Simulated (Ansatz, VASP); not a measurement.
## Cd2C: VASP beside Ansatz

Wanted: the spread between two codes on one cell, functional and k mesh. The cell is generated by rule, not measured, and may not be a known phase. Of the first pair: The two relaxations start from unlike cells of this crystal (the structure described is Ansatz's start), so only their ends are compared.

Calculated with Ansatz 0.2.0; plane waves, with VASP 6.6.1 beside it; relaxation of cell and atoms at PBEsol.

## Step 1: The structure

Symmetry: Fm-3m, No. 225, cubic system. The conventional cell has a = 5.432 Å, b = 5.432 Å, c = 5.432 Å, α = 90.00°, β = 90.00°, γ = 90.00°. Nearest to C lie 8 Cd at 2.35 Å. Cd has 4 C at 2.35 Å nearest. Farther neighbours are not listed.

Structure file:

```xyz
3
Lattice="0.0000 2.7159 2.7159 2.7159 0.0000 2.7159 2.7159 2.7159 0.0000" Properties=species:S:1:pos:R:3 pbc="T T T"
C     0.0000    0.0000    0.0000
Cd    1.3579    1.3579    1.3579
Cd    4.0738    4.0738    4.0738
```

## Step 2: VASP: relaxation of cell and atoms, PBEsol, pair 1

The relaxed volume is the usual yardstick between codes: in a stiff, nearly cubic crystal its relative difference is about their pressure difference at one cell divided by the bulk modulus.

Lines of VASP's logs that name or quote its potential files are left out, and so is its time.

File INCAR:

```
SYSTEM = Cd2C
PREC = Accurate
ENCUT = 600
EDIFF = 1E-07
NELM = 120
ISMEAR = 0
SIGMA = 0.1
LREAL = .FALSE.
ALGO = Normal
GGA = PS
NBANDS = 20
LORBIT = 11
LWAVE = .FALSE.
LCHARG = .FALSE.
ISIF = 3
IBRION = 2
NSW = 80
EDIFFG = -0.005
LASPH = .TRUE.
GGA_COMPAT = .FALSE.
NELMIN = 4
KPAR = 2
```

File POSCAR:

```
Cd2C
1.0
    0.0000000000      2.9005578577      2.9005578577
    2.9005578577      0.0000000000      2.9005578577
    2.9005578577      2.9005578577      0.0000000000
C Cd
1 2
Direct
    0.0000000000      0.0000000000      0.0000000000
    0.2500000000      0.2500000000      0.2500000000
    0.7500000000      0.7500000000      0.7500000000
```

File KPOINTS:

```
Automatic mesh
0
Gamma
6 6 6
0 0 0
```

Potentials, in the order of the species: C and Cd (PBE family, release 64).

On the command line:

```console
$ mpirun -np 2 vasp_std
```

Numbers of over 12 decimals in the logs are rounded to 6 here.

The log of the run:

```text
[banner, memory and clock lines left out]
running    2 mpi-ranks, on    1 nodes
 distrk:  each k-point on    1 cores,    2 groups
 distr:  one band on    1 cores,    1 groups

 POSCAR found type information on POSCAR C Cd
 POSCAR found :  2 types and       3 ions
|                                                                             |
|               ----> ADVICE to this user running VASP <----                  |
|                                                                             |
|     You enforced a specific xc type in the INCAR file but a different       |
|     [... a line on the potential file left out ...]
|     I HOPE YOU KNOW WHAT YOU ARE DOING!                                     |
|                                                                             |

 LDA part: xc-table for (Slater+PW92), standard interpolation
 POSCAR, INCAR and KPOINTS ok, starting setup
 FFT: planning ... GRIDC
 FFT: planning ... GRID_SOFT
 FFT: planning ... GRID
 WAVECAR not read
 entering main loop
       N       E                     dE             d eps       ncg     rms          rms(c)
DAV:   1     0.214043212801E+03    0.21404E+03   -0.16461E+04   640   0.158E+03
DAV:   2    -0.249481128832E+01   -0.21654E+03   -0.20828E+03   692   0.375E+02
DAV:   3    -0.103427116500E+02   -0.78479E+01   -0.77550E+01   720   0.736E+01
DAV:   4    -0.104124227064E+02   -0.69711E-01   -0.68691E-01   672   0.574E+00
DAV:   5    -0.104127793867E+02   -0.35668E-03   -0.35666E-03   720   0.380E-01    0.103E+01
DAV:   6    -0.873140315423E+01    0.16814E+01   -0.80223E+00   860   0.241E+01    0.808E+00
DAV:   7    -0.868103192380E+01    0.50371E-01   -0.45698E-01   680   0.550E+00    0.489E+00
DAV:   8    -0.866692442821E+01    0.14107E-01   -0.14910E-01   648   0.207E+00    0.573E-01
DAV:   9    -0.865841973530E+01    0.85047E-02   -0.19142E-02   752   0.725E-01    0.221E-01
DAV:  10    -0.865829564084E+01    0.12409E-03   -0.25106E-03   696   0.326E-01    0.537E-02
DAV:  11    -0.865829524914E+01    0.39169E-06   -0.16663E-04   724   0.893E-02    0.146E-02
DAV:  12    -0.865829371080E+01    0.15383E-05   -0.25365E-05   716   0.442E-02    0.566E-03
DAV:  13    -0.865829364419E+01    0.66605E-07   -0.13356E-06   688   0.744E-03    0.387E-03
DAV:  14    -0.865829340594E+01    0.23825E-06   -0.43195E-07   688   0.351E-03    0.107E-03
DAV:  15    -0.865829344315E+01   -0.37208E-07   -0.12590E-08   352   0.701E-04
   1 F= -.86582934E+01 E0= -.86552772E+01  d E =-.865829E+01
 curvature:   0.00 expect dE= 0.000E+00 dE for cont linesearch  0.000E+00
 trial: gam= 0.00000 g(F)=  0.992E-50 g(S)=  0.740E-04 ort = 0.000E+00 (trialstep = 0.100E+01)
 search vector abs. value=  0.740E-04
 bond charge predicted
       N       E                     dE             d eps       ncg     rms          rms(c)
DAV:   1    -0.865937517515E+01   -0.10818E-02   -0.21324E-02   688   0.183E+00    0.229E-01
DAV:   2    -0.865839800671E+01    0.97717E-03   -0.24876E-03   684   0.736E-01    0.864E-02
DAV:   3    -0.865832267145E+01    0.75335E-04   -0.18996E-04   700   0.160E-01    0.731E-02
DAV:   4    -0.865831554141E+01    0.71300E-05   -0.14721E-05   648   0.350E-02    0.103E-02
DAV:   5    -0.865831590391E+01   -0.36250E-06   -0.73934E-07   688   0.106E-02    0.200E-03
DAV:   6    -0.865831604066E+01   -0.13675E-06   -0.17096E-07   496   0.415E-03    0.921E-04
DAV:   7    -0.865831600319E+01    0.37473E-07   -0.14477E-08   332   0.155E-03
   2 F= -.86583160E+01 E0= -.86552688E+01  d E =-.225600E-04
 trial-energy change:   -0.000023  1 .order   -0.000021   -0.000074    0.000032
 step:   0.7161(harm=  0.6989)  dis= 0.00000  next Energy=    -8.658320 (dE=-0.271E-04)
 bond charge predicted
       N       E                     dE             d eps       ncg     rms          rms(c)
DAV:   1    -0.865840600865E+01   -0.89968E-04   -0.17170E-03   684   0.521E-01    0.653E-02
DAV:   2    -0.865832912987E+01    0.76879E-04   -0.19962E-04   684   0.208E-01    0.247E-02
DAV:   3    -0.865832247408E+01    0.66558E-05   -0.15301E-05   700   0.455E-02    0.210E-02
DAV:   4    -0.865832061645E+01    0.18576E-05   -0.11926E-06   648   0.993E-03    0.287E-03
DAV:   5    -0.865832042312E+01    0.19333E-06   -0.56298E-08   336   0.306E-03    0.557E-04
DAV:   6    -0.865832040506E+01    0.18063E-07   -0.18584E-08   328   0.154E-03
   3 F= -.86583204E+01 E0= -.86552821E+01  d E =-.269619E-04
 curvature:  -0.35 expect dE=-0.325E-07 dE for cont linesearch -0.325E-07
 trial: gam= 0.00000 g(F)=  0.516E-49 g(S)=  0.933E-07 ort =-0.263E-05 (trialstep = 0.943E+00)
 search vector abs. value=  0.934E-07
 reached required accuracy - stopping structural energy minimisation
```

OUTCAR, selected parts (step 2):

```text
ion  position               nearest neighbor table
   1  0.000  0.000  0.000-   3 2.51   2 2.51   3 2.51   2 2.51   3 2.51   3 2.51   2 2.51   2 2.51

  LATTYP: Found a face centered cubic cell.
 ALAT       =     5.8011157154

 Subroutine GETGRP returns: Found 48 space group operations
 (whereof 48 operations were pure point group operations)

The static configuration has the point symmetry O_h .

 Found     16 irreducible k-points:

   k-points           NKPTS =     16   k-points in BZ     NKDIM =     16   number of bands    NBANDS=     20

   dimension x,y,z NGX =    36 NGY =   36 NGZ =   36
   dimension x,y,z NGXF=    72 NGYF=   72 NGZF=   72

   ENCUT  =  600.0 eV  44.10 Ry    6.64 a.u.   8.19  8.19  8.19*2*pi/ulx,y,z

   NELECT =      28.0000    total number of electrons

 k-points in reciprocal lattice and weights: Automatic mesh
   0.00000000  0.00000000  0.00000000       0.005
   0.16666667  0.00000000  0.00000000       0.037
   0.33333333  0.00000000  0.00000000       0.037
   0.50000000  0.00000000  0.00000000       0.019
   0.16666667  0.16666667  0.00000000       0.028
   0.33333333  0.16666667  0.00000000       0.111
   0.50000000  0.16666667  0.00000000       0.111
  -0.33333333  0.16666667  0.00000000       0.111
  -0.16666667  0.16666667  0.00000000       0.056
[...]
-0.33333333  0.33333333  0.16666667       0.111
  -0.33333333  0.50000000  0.16666667       0.056

 average (electrostatic) potential at core
       1 -51.8842       2 -38.4819       3 -38.4819

 E-fermi :   3.3110

 k-point     1 :       0.0000    0.0000    0.0000
  band No.  band energies     occupation
    ...
      8      -4.7718      2.00000
      9      -4.7718      2.00000
     10      -4.2805      2.00000
     11      -4.2805      2.00000
     12       1.6526      2.00000
     13       3.6102      0.00002
     14       3.6102      0.00002
     15       3.6102      0.00002
     16       7.3632      0.00000
     17       7.3632      0.00000
    ...

 k-point     2 :       0.1667    0.0000    0.0000
  band No.  band energies     occupation
    ...
     10      -4.4614      2.00000
     11      -4.4614      2.00000
     12       0.8779      2.00000
     13       3.3169      0.93410
     14       3.3169      0.93410
     15       3.4700      0.02459
     16       6.7981      0.00000
     17       7.9222      0.00000
     18       7.9222      0.00000
     19      11.7408      0.00000
    ...

 k-point     3 :       0.3333    0.0000    0.0000
  band No.  band energies     occupation
    ...
     11      -4.9061      2.00000
     12      -1.1978      2.00000
     13       2.9055      2.00000
     14       2.9055      2.00000
     15       3.2406      1.68092
     16       7.3111      0.00000
     17       8.5055      0.00000
     18       8.5055      0.00000
     19      10.9363      0.00000
     20      12.6227      0.00000

  Total        0.0013905      0.0013905      0.0013905      0.0000000      0.0000000     -0.0000000
  in kB        0.0457083      0.0457083      0.0457083      0.0000000      0.0000000     -0.0000000
  external PRESSURE =       0.0457083 kB  Pullay stress =       0.0000000 kB

  energy-cutoff  :      600.00
  volume of cell :       48.74
      direct lattice vectors                 reciprocal lattice vectors
     0.000000000  2.899249448  2.899249448    -0.172458427  0.172458427  0.172458427
     2.899249448  0.000000000  2.899249448     0.172458427 -0.172458427  0.172458427
     2.899249448  2.899249448 -0.000000000     0.172458427  0.172458427 -0.172458427

 POSITION                                       TOTAL-FORCE (eV/Angst)
 -----------------------------------------------------------------------------------
      0.00000      0.00000      0.00000         0.000000      0.000000      0.000000
      1.44962      1.44962      1.44962        -0.000000     -0.000000     -0.000000
      4.34887      4.34887      4.34887         0.000000      0.000000      0.000000
 -----------------------------------------------------------------------------------
    total drift:                                0.000000      0.000000      0.000000

  FREE ENERGIE OF THE ION-ELECTRON SYSTEM (eV)
  ---------------------------------------------------
  free  energy   TOTEN  =        -8.6583204051 eV

  energy  without entropy=       -8.6522437592  energy(sigma->0) =       -8.65528208

 reached required accuracy - stopping structural energy minimisation

 total charge
# of ion       s       p       d       tot
------------------------------------------
    1        0.896   1.253   0.000   2.150
    2        0.476   0.347   9.537  10.360
    3        0.476   0.347   9.537  10.360
--------------------------------------------------
tot          1.849   1.946  19.074  22.869

[... 3 further parts left out ...]
```

CONTCAR:

```
Cd2C
   1.00000000000000
     0.0000000000000000    2.8992494483066573    2.8992494483066573
     2.8992494483066573    0.0000000000000000    2.8992494483066573
     2.8992494483066573    2.8992494483066573   -0.0000000000000000
  C               Cd
     1     2
Direct
     0.0000000000000000    0.0000000000000000    0.0000000000000000
     0.2500000000000000    0.2500000000000000    0.2500000000000000
     0.7500000000000000    0.7500000000000000    0.7500000000000000
```

## Step 3: Ansatz: relaxation of cell and atoms, PBEsol, pair 1

Ansatz runs on its default PAW (the set named soft_2) files.

Its own start cell and the same functional, mesh and smearing now go to Ansatz, which takes its cutoff from its data sets.

File input.yaml:

```yaml
crystal:
  lattice:
    - [0.0, 2.71586, 2.71586]
    - [2.71586, 0.0, 2.71586]
    - [2.71586, 2.71586, 0.0]
  atoms:
    - { symbol: C, position: [0.0, 0.0, 0.0] }
    - { symbol: Cd, position: [0.25, 0.25, 0.25] }
    - { symbol: Cd, position: [0.75, 0.75, 0.75] }
kpoints:
  mp_grid: { grid: [6, 6, 6] }
hamiltonian:
  xc: pbesol
scf:
  occupations: { method: gaussian, width: 0.1 }
output:
  forces: true
  stress: true
  eigenvalues: true
relax:
  adjacent_minimum: "off"
  f_tol: 0.05
  max_steps: 80
  cell: { stress_tol: 0.5 }
```

On the command line:

```console
$ ansatz run input.yaml --threads 4 --pin off --max-ram 7168MiB --backend cpu --events-out ev --progress --plain --runs-dir out
```

The log of the run:

```text
The last accepted step is kept in <dir> (removed where the run ends without a failure and the disk answers)
Engine: ansatz 0.2.0, x86_64-unknown-linux-gnu
Pseudopotentials: kind: paw
Pseudopotential: C, paw, valence charge 4, recommended cutoff 420 eV (normal), C.paw.azcp
Pseudopotential: Cd, paw, valence charge 20, recommended cutoff 420 eV (normal), Cd.paw.azcp
Functional definition: PBEsol
  exchange = pbesol_x
  correlation = pbesol_c
Crystal: 3 atoms, lattice volume = 40.064 Å³
Basis set: ecut = 420 eV, 749 PW (Γ), exchange–correlation on 54×54×54 points (8 copies of the dense FFT grid, shifted against one another)
Bands: 27, of which v1, the nominal top of the filled ones, is band 22 counted from 1 (21 counted from 0)
Symmetry: 48 space group operations
Space group: Fm-3m (ITA 225), of the structure as read, at distance tolerance 3.4e-5 Å
k-points: 16 of 216
Non-local potential: C, projectors of the file, l = 0: 2, l = 1: 2, l = 2: 1
Non-local potential: Cd, projectors of the file, l = 0: 3, l = 1: 2, l = 2: 2, l = 3: 1
PAW form: soft (Blöchl's): semilocal exchange-correlation on the pseudo side does not see the compensation charge
PAW frozen core: C, regenerated for the run's functional, and the local potential with it (the file was generated under x = pbe(κ = 0.804, μ = 0.219515), c = pbe(β = 0.066725))
PAW frozen core: Cd, regenerated for the run's functional, and the local potential with it (the file was generated under x = pbe(κ = 0.804, μ = 0.219515), c = pbe(β = 0.066725))
PAW one-centre angular grid: C, 110 points (default); XC on 64 Gauss nodes
PAW one-centre angular grid: Cd, 590 points (default); XC on 64 Gauss nodes
Initial density: superposition of atomic densities (neutral atoms: chi_scale 0, normalization atom), corrected by the library's trained network
Initial wavefunctions: pseudopotential atomic-orbital guess
Functional: x = pbesol(κ = 0.804, μ = 0.123457), c = pbesol(β = 0.046)
SCF iter   1: F=—  HF=-16610.853315 eV  |F-HF|=—  |Δ(HF+E_count)|=         —  Δρ=7.75e-3  dr2=2.12e-2  ethr=1.77e-3  ⟨swp⟩=5.2  Hψ=1570  notcnv=0
preconditioner: auto → none  [insulator: Δε(μ)=0.200 eV  Ē_g=13.503 eV  σ=0.100 eV  W_gap=0.71  n_scr=14 (ndim 8)  ℏωp=31.0 eV  f_vac=0.016  D(μ)=0.43/eV (n_scr^D=0)  ε∞_Penn≈6.3]
SCF iter   2: F=—  HF=-16610.847019 eV  |F-HF|=—  |Δ(HF+E_count)|=   6.30e-3  Δρ=1.91e-3  dr2=1.06e-3  ethr=4.81e-5  ⟨swp⟩=2.1  Hψ=780  notcnv=0
SCF iter   3: F=—  HF=-16610.846716 eV  |F-HF|=—  |Δ(HF+E_count)|=   3.03e-4  Δρ=7.19e-4  dr2=8.12e-5  ethr=2.41e-6  ⟨swp⟩=2.0  Hψ=641  notcnv=0  defer=1
SCF iter   4: F=—  HF=-16610.846709 eV  |F-HF|=—  |Δ(HF+E_count)|=   7.79e-6  Δρ=2.89e-4  dr2=2.25e-5  ethr=1.85e-7  ⟨swp⟩=2.1  Hψ=647  notcnv=0  defer=1
iter 5 did not close the SCF: its close was put off for the readings that it lacked (scf_convergence_deferred on its scf_iter line)
SCF iter   5: F=-16610.846706 eV  HF=-16610.846706 eV  |F-HF|=4.43e-8  |Δ(HF+E_count)|=   2.37e-6  Δρ=2.73e-5  dr2=9.36e-8  ethr=5.12e-8  ⟨swp⟩=2.1  Hψ=574  notcnv=0  defer=1
SCF iter   6: F=-16610.846706 eV  HF=-16610.846706 eV  |F-HF|=1.16e-10  |Δ(HF+E_count)|=   5.49e-8  Δρ=2.78e-6  dr2=1.88e-9  ethr=2.13e-10  ⟨swp⟩=4.4  Hψ=1664  notcnv=0
SCF 1 converged in 6 iterations: F = -16610.846706 eV  dr2 = 1.88e-9
  greatest PAW one-centre occupation: 1.000 electrons in one spin orbital (limit 2), on the Cd atom at site 2 (counted from 0), in its partial waves of l = 0
relax step   1: F+E_penalty+E_count = -16610.84670621 eV  Δ(F+E_penalty+E_count) = +0.000e0 eV  max|allowed force component| = 1.388e-17 eV/Å  Δτ_max = 0.0000 Å  P = +28.985 GPa  Ω = 40.064 Å³  (6 SCF iters, dr2 threshold 1.00e-7 eV, accepted)
[...]
relax step   2: F+E_penalty+E_count = -16611.42114763 eV  Δ(F+E_penalty+E_count) = -5.744e-1 eV  max|allowed force component| = 5.705e-17 eV/Å  Δτ_max = 0.0000 Å  P = +4.625 GPa  Ω = 46.213 Å³  energy of the carried Pulay correction = -6.257e-3 eV  (7 SCF iters, dr2 threshold 3.00e-7 eV, accepted)
[...]
relax step   3: F+E_penalty+E_count = -16611.44521906 eV  Δ(F+E_penalty+E_count) = -2.407e-2 eV  max|allowed force component| = 4.279e-17 eV/Å  Δτ_max = 0.0000 Å  P = +1.323 GPa  Ω = 47.599 Å³  energy of the carried Pulay correction = -7.546e-3 eV  (5 SCF iters, dr2 threshold 3.00e-7 eV, accepted)
[...]
relax step   4: F+E_penalty+E_count = -16611.44713903 eV  Δ(F+E_penalty+E_count) = -1.920e-3 eV  max|allowed force component| = 3.238e-17 eV/Å  Δτ_max = 0.0000 Å  P = -0.060 GPa  Ω = 48.242 Å³  energy of the carried Pulay correction = -8.131e-3 eV  (5 SCF iters, dr2 threshold 3.00e-7 eV, accepted)
[...]
relax step   5: F+E_penalty+E_count = -16611.46065363 eV  Δ(F+E_penalty+E_count) = -1.351e-2 eV  max|allowed force component| = 6.014e-17 eV/Å  Δτ_max = 0.0000 Å  P = +0.235 GPa  Ω = 48.242 Å³  stress off target by 2.35e-1 GPa  SCF on the basis re-selected at this cell (its energy is not comparable with the rows above)  (6 SCF iters)
basis re-selected at this cell: Δ(F+E_penalty+E_count) = -1.351e-2 eV, ΔP = +0.296 GPa vs the last step (what re-selecting the basis moved, of the pressure what is left beyond the Pulay correction that the steps carried, after the strain that the cell walked since its last selection, with what the two solves' SCF thresholds leave and, on support functions, any second-order correction that the steps lacked; it is no measure of the basis error at this ecutwfc). The dense FFT grid was sized anew with the basis: this SCF ran on 30×30×30 points, the steps before it on 27×27×27, so part of this shift can come from that change (see relax.cell in the input reference). [rest of the remark cut]
SCF converged after 6 iterations
Free energy (F): -16611.460654 eV
Harris-Foulkes:  -16611.460654 eV  (|F-HF|=3.35e-10)
Internal energy: -16611.454338 eV  (E = F + TS)
E sigma→0 (E₀):  -16611.457496 eV
Entropy (-TS):   -0.006315 eV (-2.105 meV/atom)
Fermi energy:    14.303636 eV
--- Per-component energies (eV) ---
  E_band       = -758.639362
  E_kinetic    = 1092.102515
  E_local      = -6068.360344  (includes V_loc(G=0)·N_el)
  E_nonlocal   = 99.314779
  E_hartree    = 2850.736569
  E_xc         = -398.002289
  E_vxc        = -500.685473  (∫ρ·V_xc dr)
  E_paw        = -8120.704594  (= ΣΔE_a)
  E_vpaw       = -1082.485941  (= ΣTr[D̂ρ^β])
  E_aug_tail   = 0.000027  (compensation charges beyond the density's cutoff)
  E_ewald      = -6067.246021
  E_core_change = 0.705020  (= ΣΔE_core)
  E_smearing   = -0.006315  (= −TS)
  E_closure    = 0.000000  (closes the sum)
  Σ components = -16611.460654   (vs F -16611.460654, Δ=0.00e0)
--- Forces (eV/Å), atoms counted from 1 ---
  atom   1  C     -0.00000000     0.00000000     0.00000000
  atom   2  Cd     0.00000000     0.00000000     0.00000000
  atom   3  Cd    -0.00000000    -0.00000000    -0.00000000
  max |Σ_I F_I| component: 1.39e-17 eV/Å
--- Stress (GPa, compression-positive) ---
        0.235204      -0.000000      -0.000000
       -0.000000       0.235204      -0.000000
       -0.000000      -0.000000       0.235204
  P = ⅓ Tr σ = 0.2352 GPa (2.352 kbar)
--- Band table (eV; the first three rows and the last of 16) ---
  k-point 0: bands = [... 18 lower, 6.7215, 12.6431, 14.5990, 14.5990, 14.5990, 18.3507, 18.3507, 18.3507, ... 1 higher]
  k-point 1: bands = [... 18 lower, 6.5356, 11.8765, 14.3062, 14.3062, 14.4561, 17.7849, 18.9179, 18.9179, ... 1 higher]
  k-point 2: bands = [... 18 lower, 6.0758, 9.7842, 13.8955, 13.8955, 14.2442, 18.2867, 19.5234, 19.5234, ... 1 higher]
  k-point 15: bands = [... 18 lower, 6.9986, 9.9964, 10.7655, 10.8950, 16.8061, 17.5962, 19.2618, 19.6744, ... 1 higher]
--- Relaxed structure (4 steps of the walk, 4 accepted, 1 SCFs on fresh bases) ---
  F+E_penalty+E_count = -16611.46065363 eV   max|allowed force component| = 6.014e-17 eV/Å   (the final SCF, on the basis selected at the relaxed cell)
  cell:  # Å, volume = 48.2419 Å³
    - [0, 2.889337, 2.889337]
    - [2.889337, 0, 2.889337]
    - [2.889337, 2.889337, 0]
  atoms:
    - { symbol: C, position: [0, 0, 0] }
    - { symbol: Cd, position: [0.25, 0.25, 0.25] }
    - { symbol: Cd, position: [0.75, 0.75, 0.75] }
```

## Step 4: Comparison

Known differences besides the potentials themselves: the data sets hold 44 valence electrons in Ansatz (on its default PAW (the set named soft_2) files) and 28 in VASP; the cutoff is 420 eV in Ansatz and 600 eV in VASP; Ansatz makes its cores anew for this functional, VASP keeps those of its PBE data sets; Ansatz adds a Pulay correction to the stress that steers its cell, VASP none. Total energies have different zeros and are not compared.

Compared:

| quantity | Ansatz | VASP | difference |
| --- | --- | --- | --- |
| volume (Å³) | 48.24 | 48.74 | -1.02 % |
| edge a after relaxation, in the typed setting (Å) | 4.086 | 4.100 | -0.34 % |

(Continued in part 2 of 2.)

[Lines on the potential files, build, host, timing and source positions are cut from VASP's logs without a mark.]

[Logs are printed without paths, hosts, clocks, repeated set-up lines and the standing remarks that a program may print on its own settings, such as how far it seeks lower states.]

[Hosts, paths, dates, database ids (printed as entryN), source tags and the programs' standing remarks are cut or masked in the printed files.]
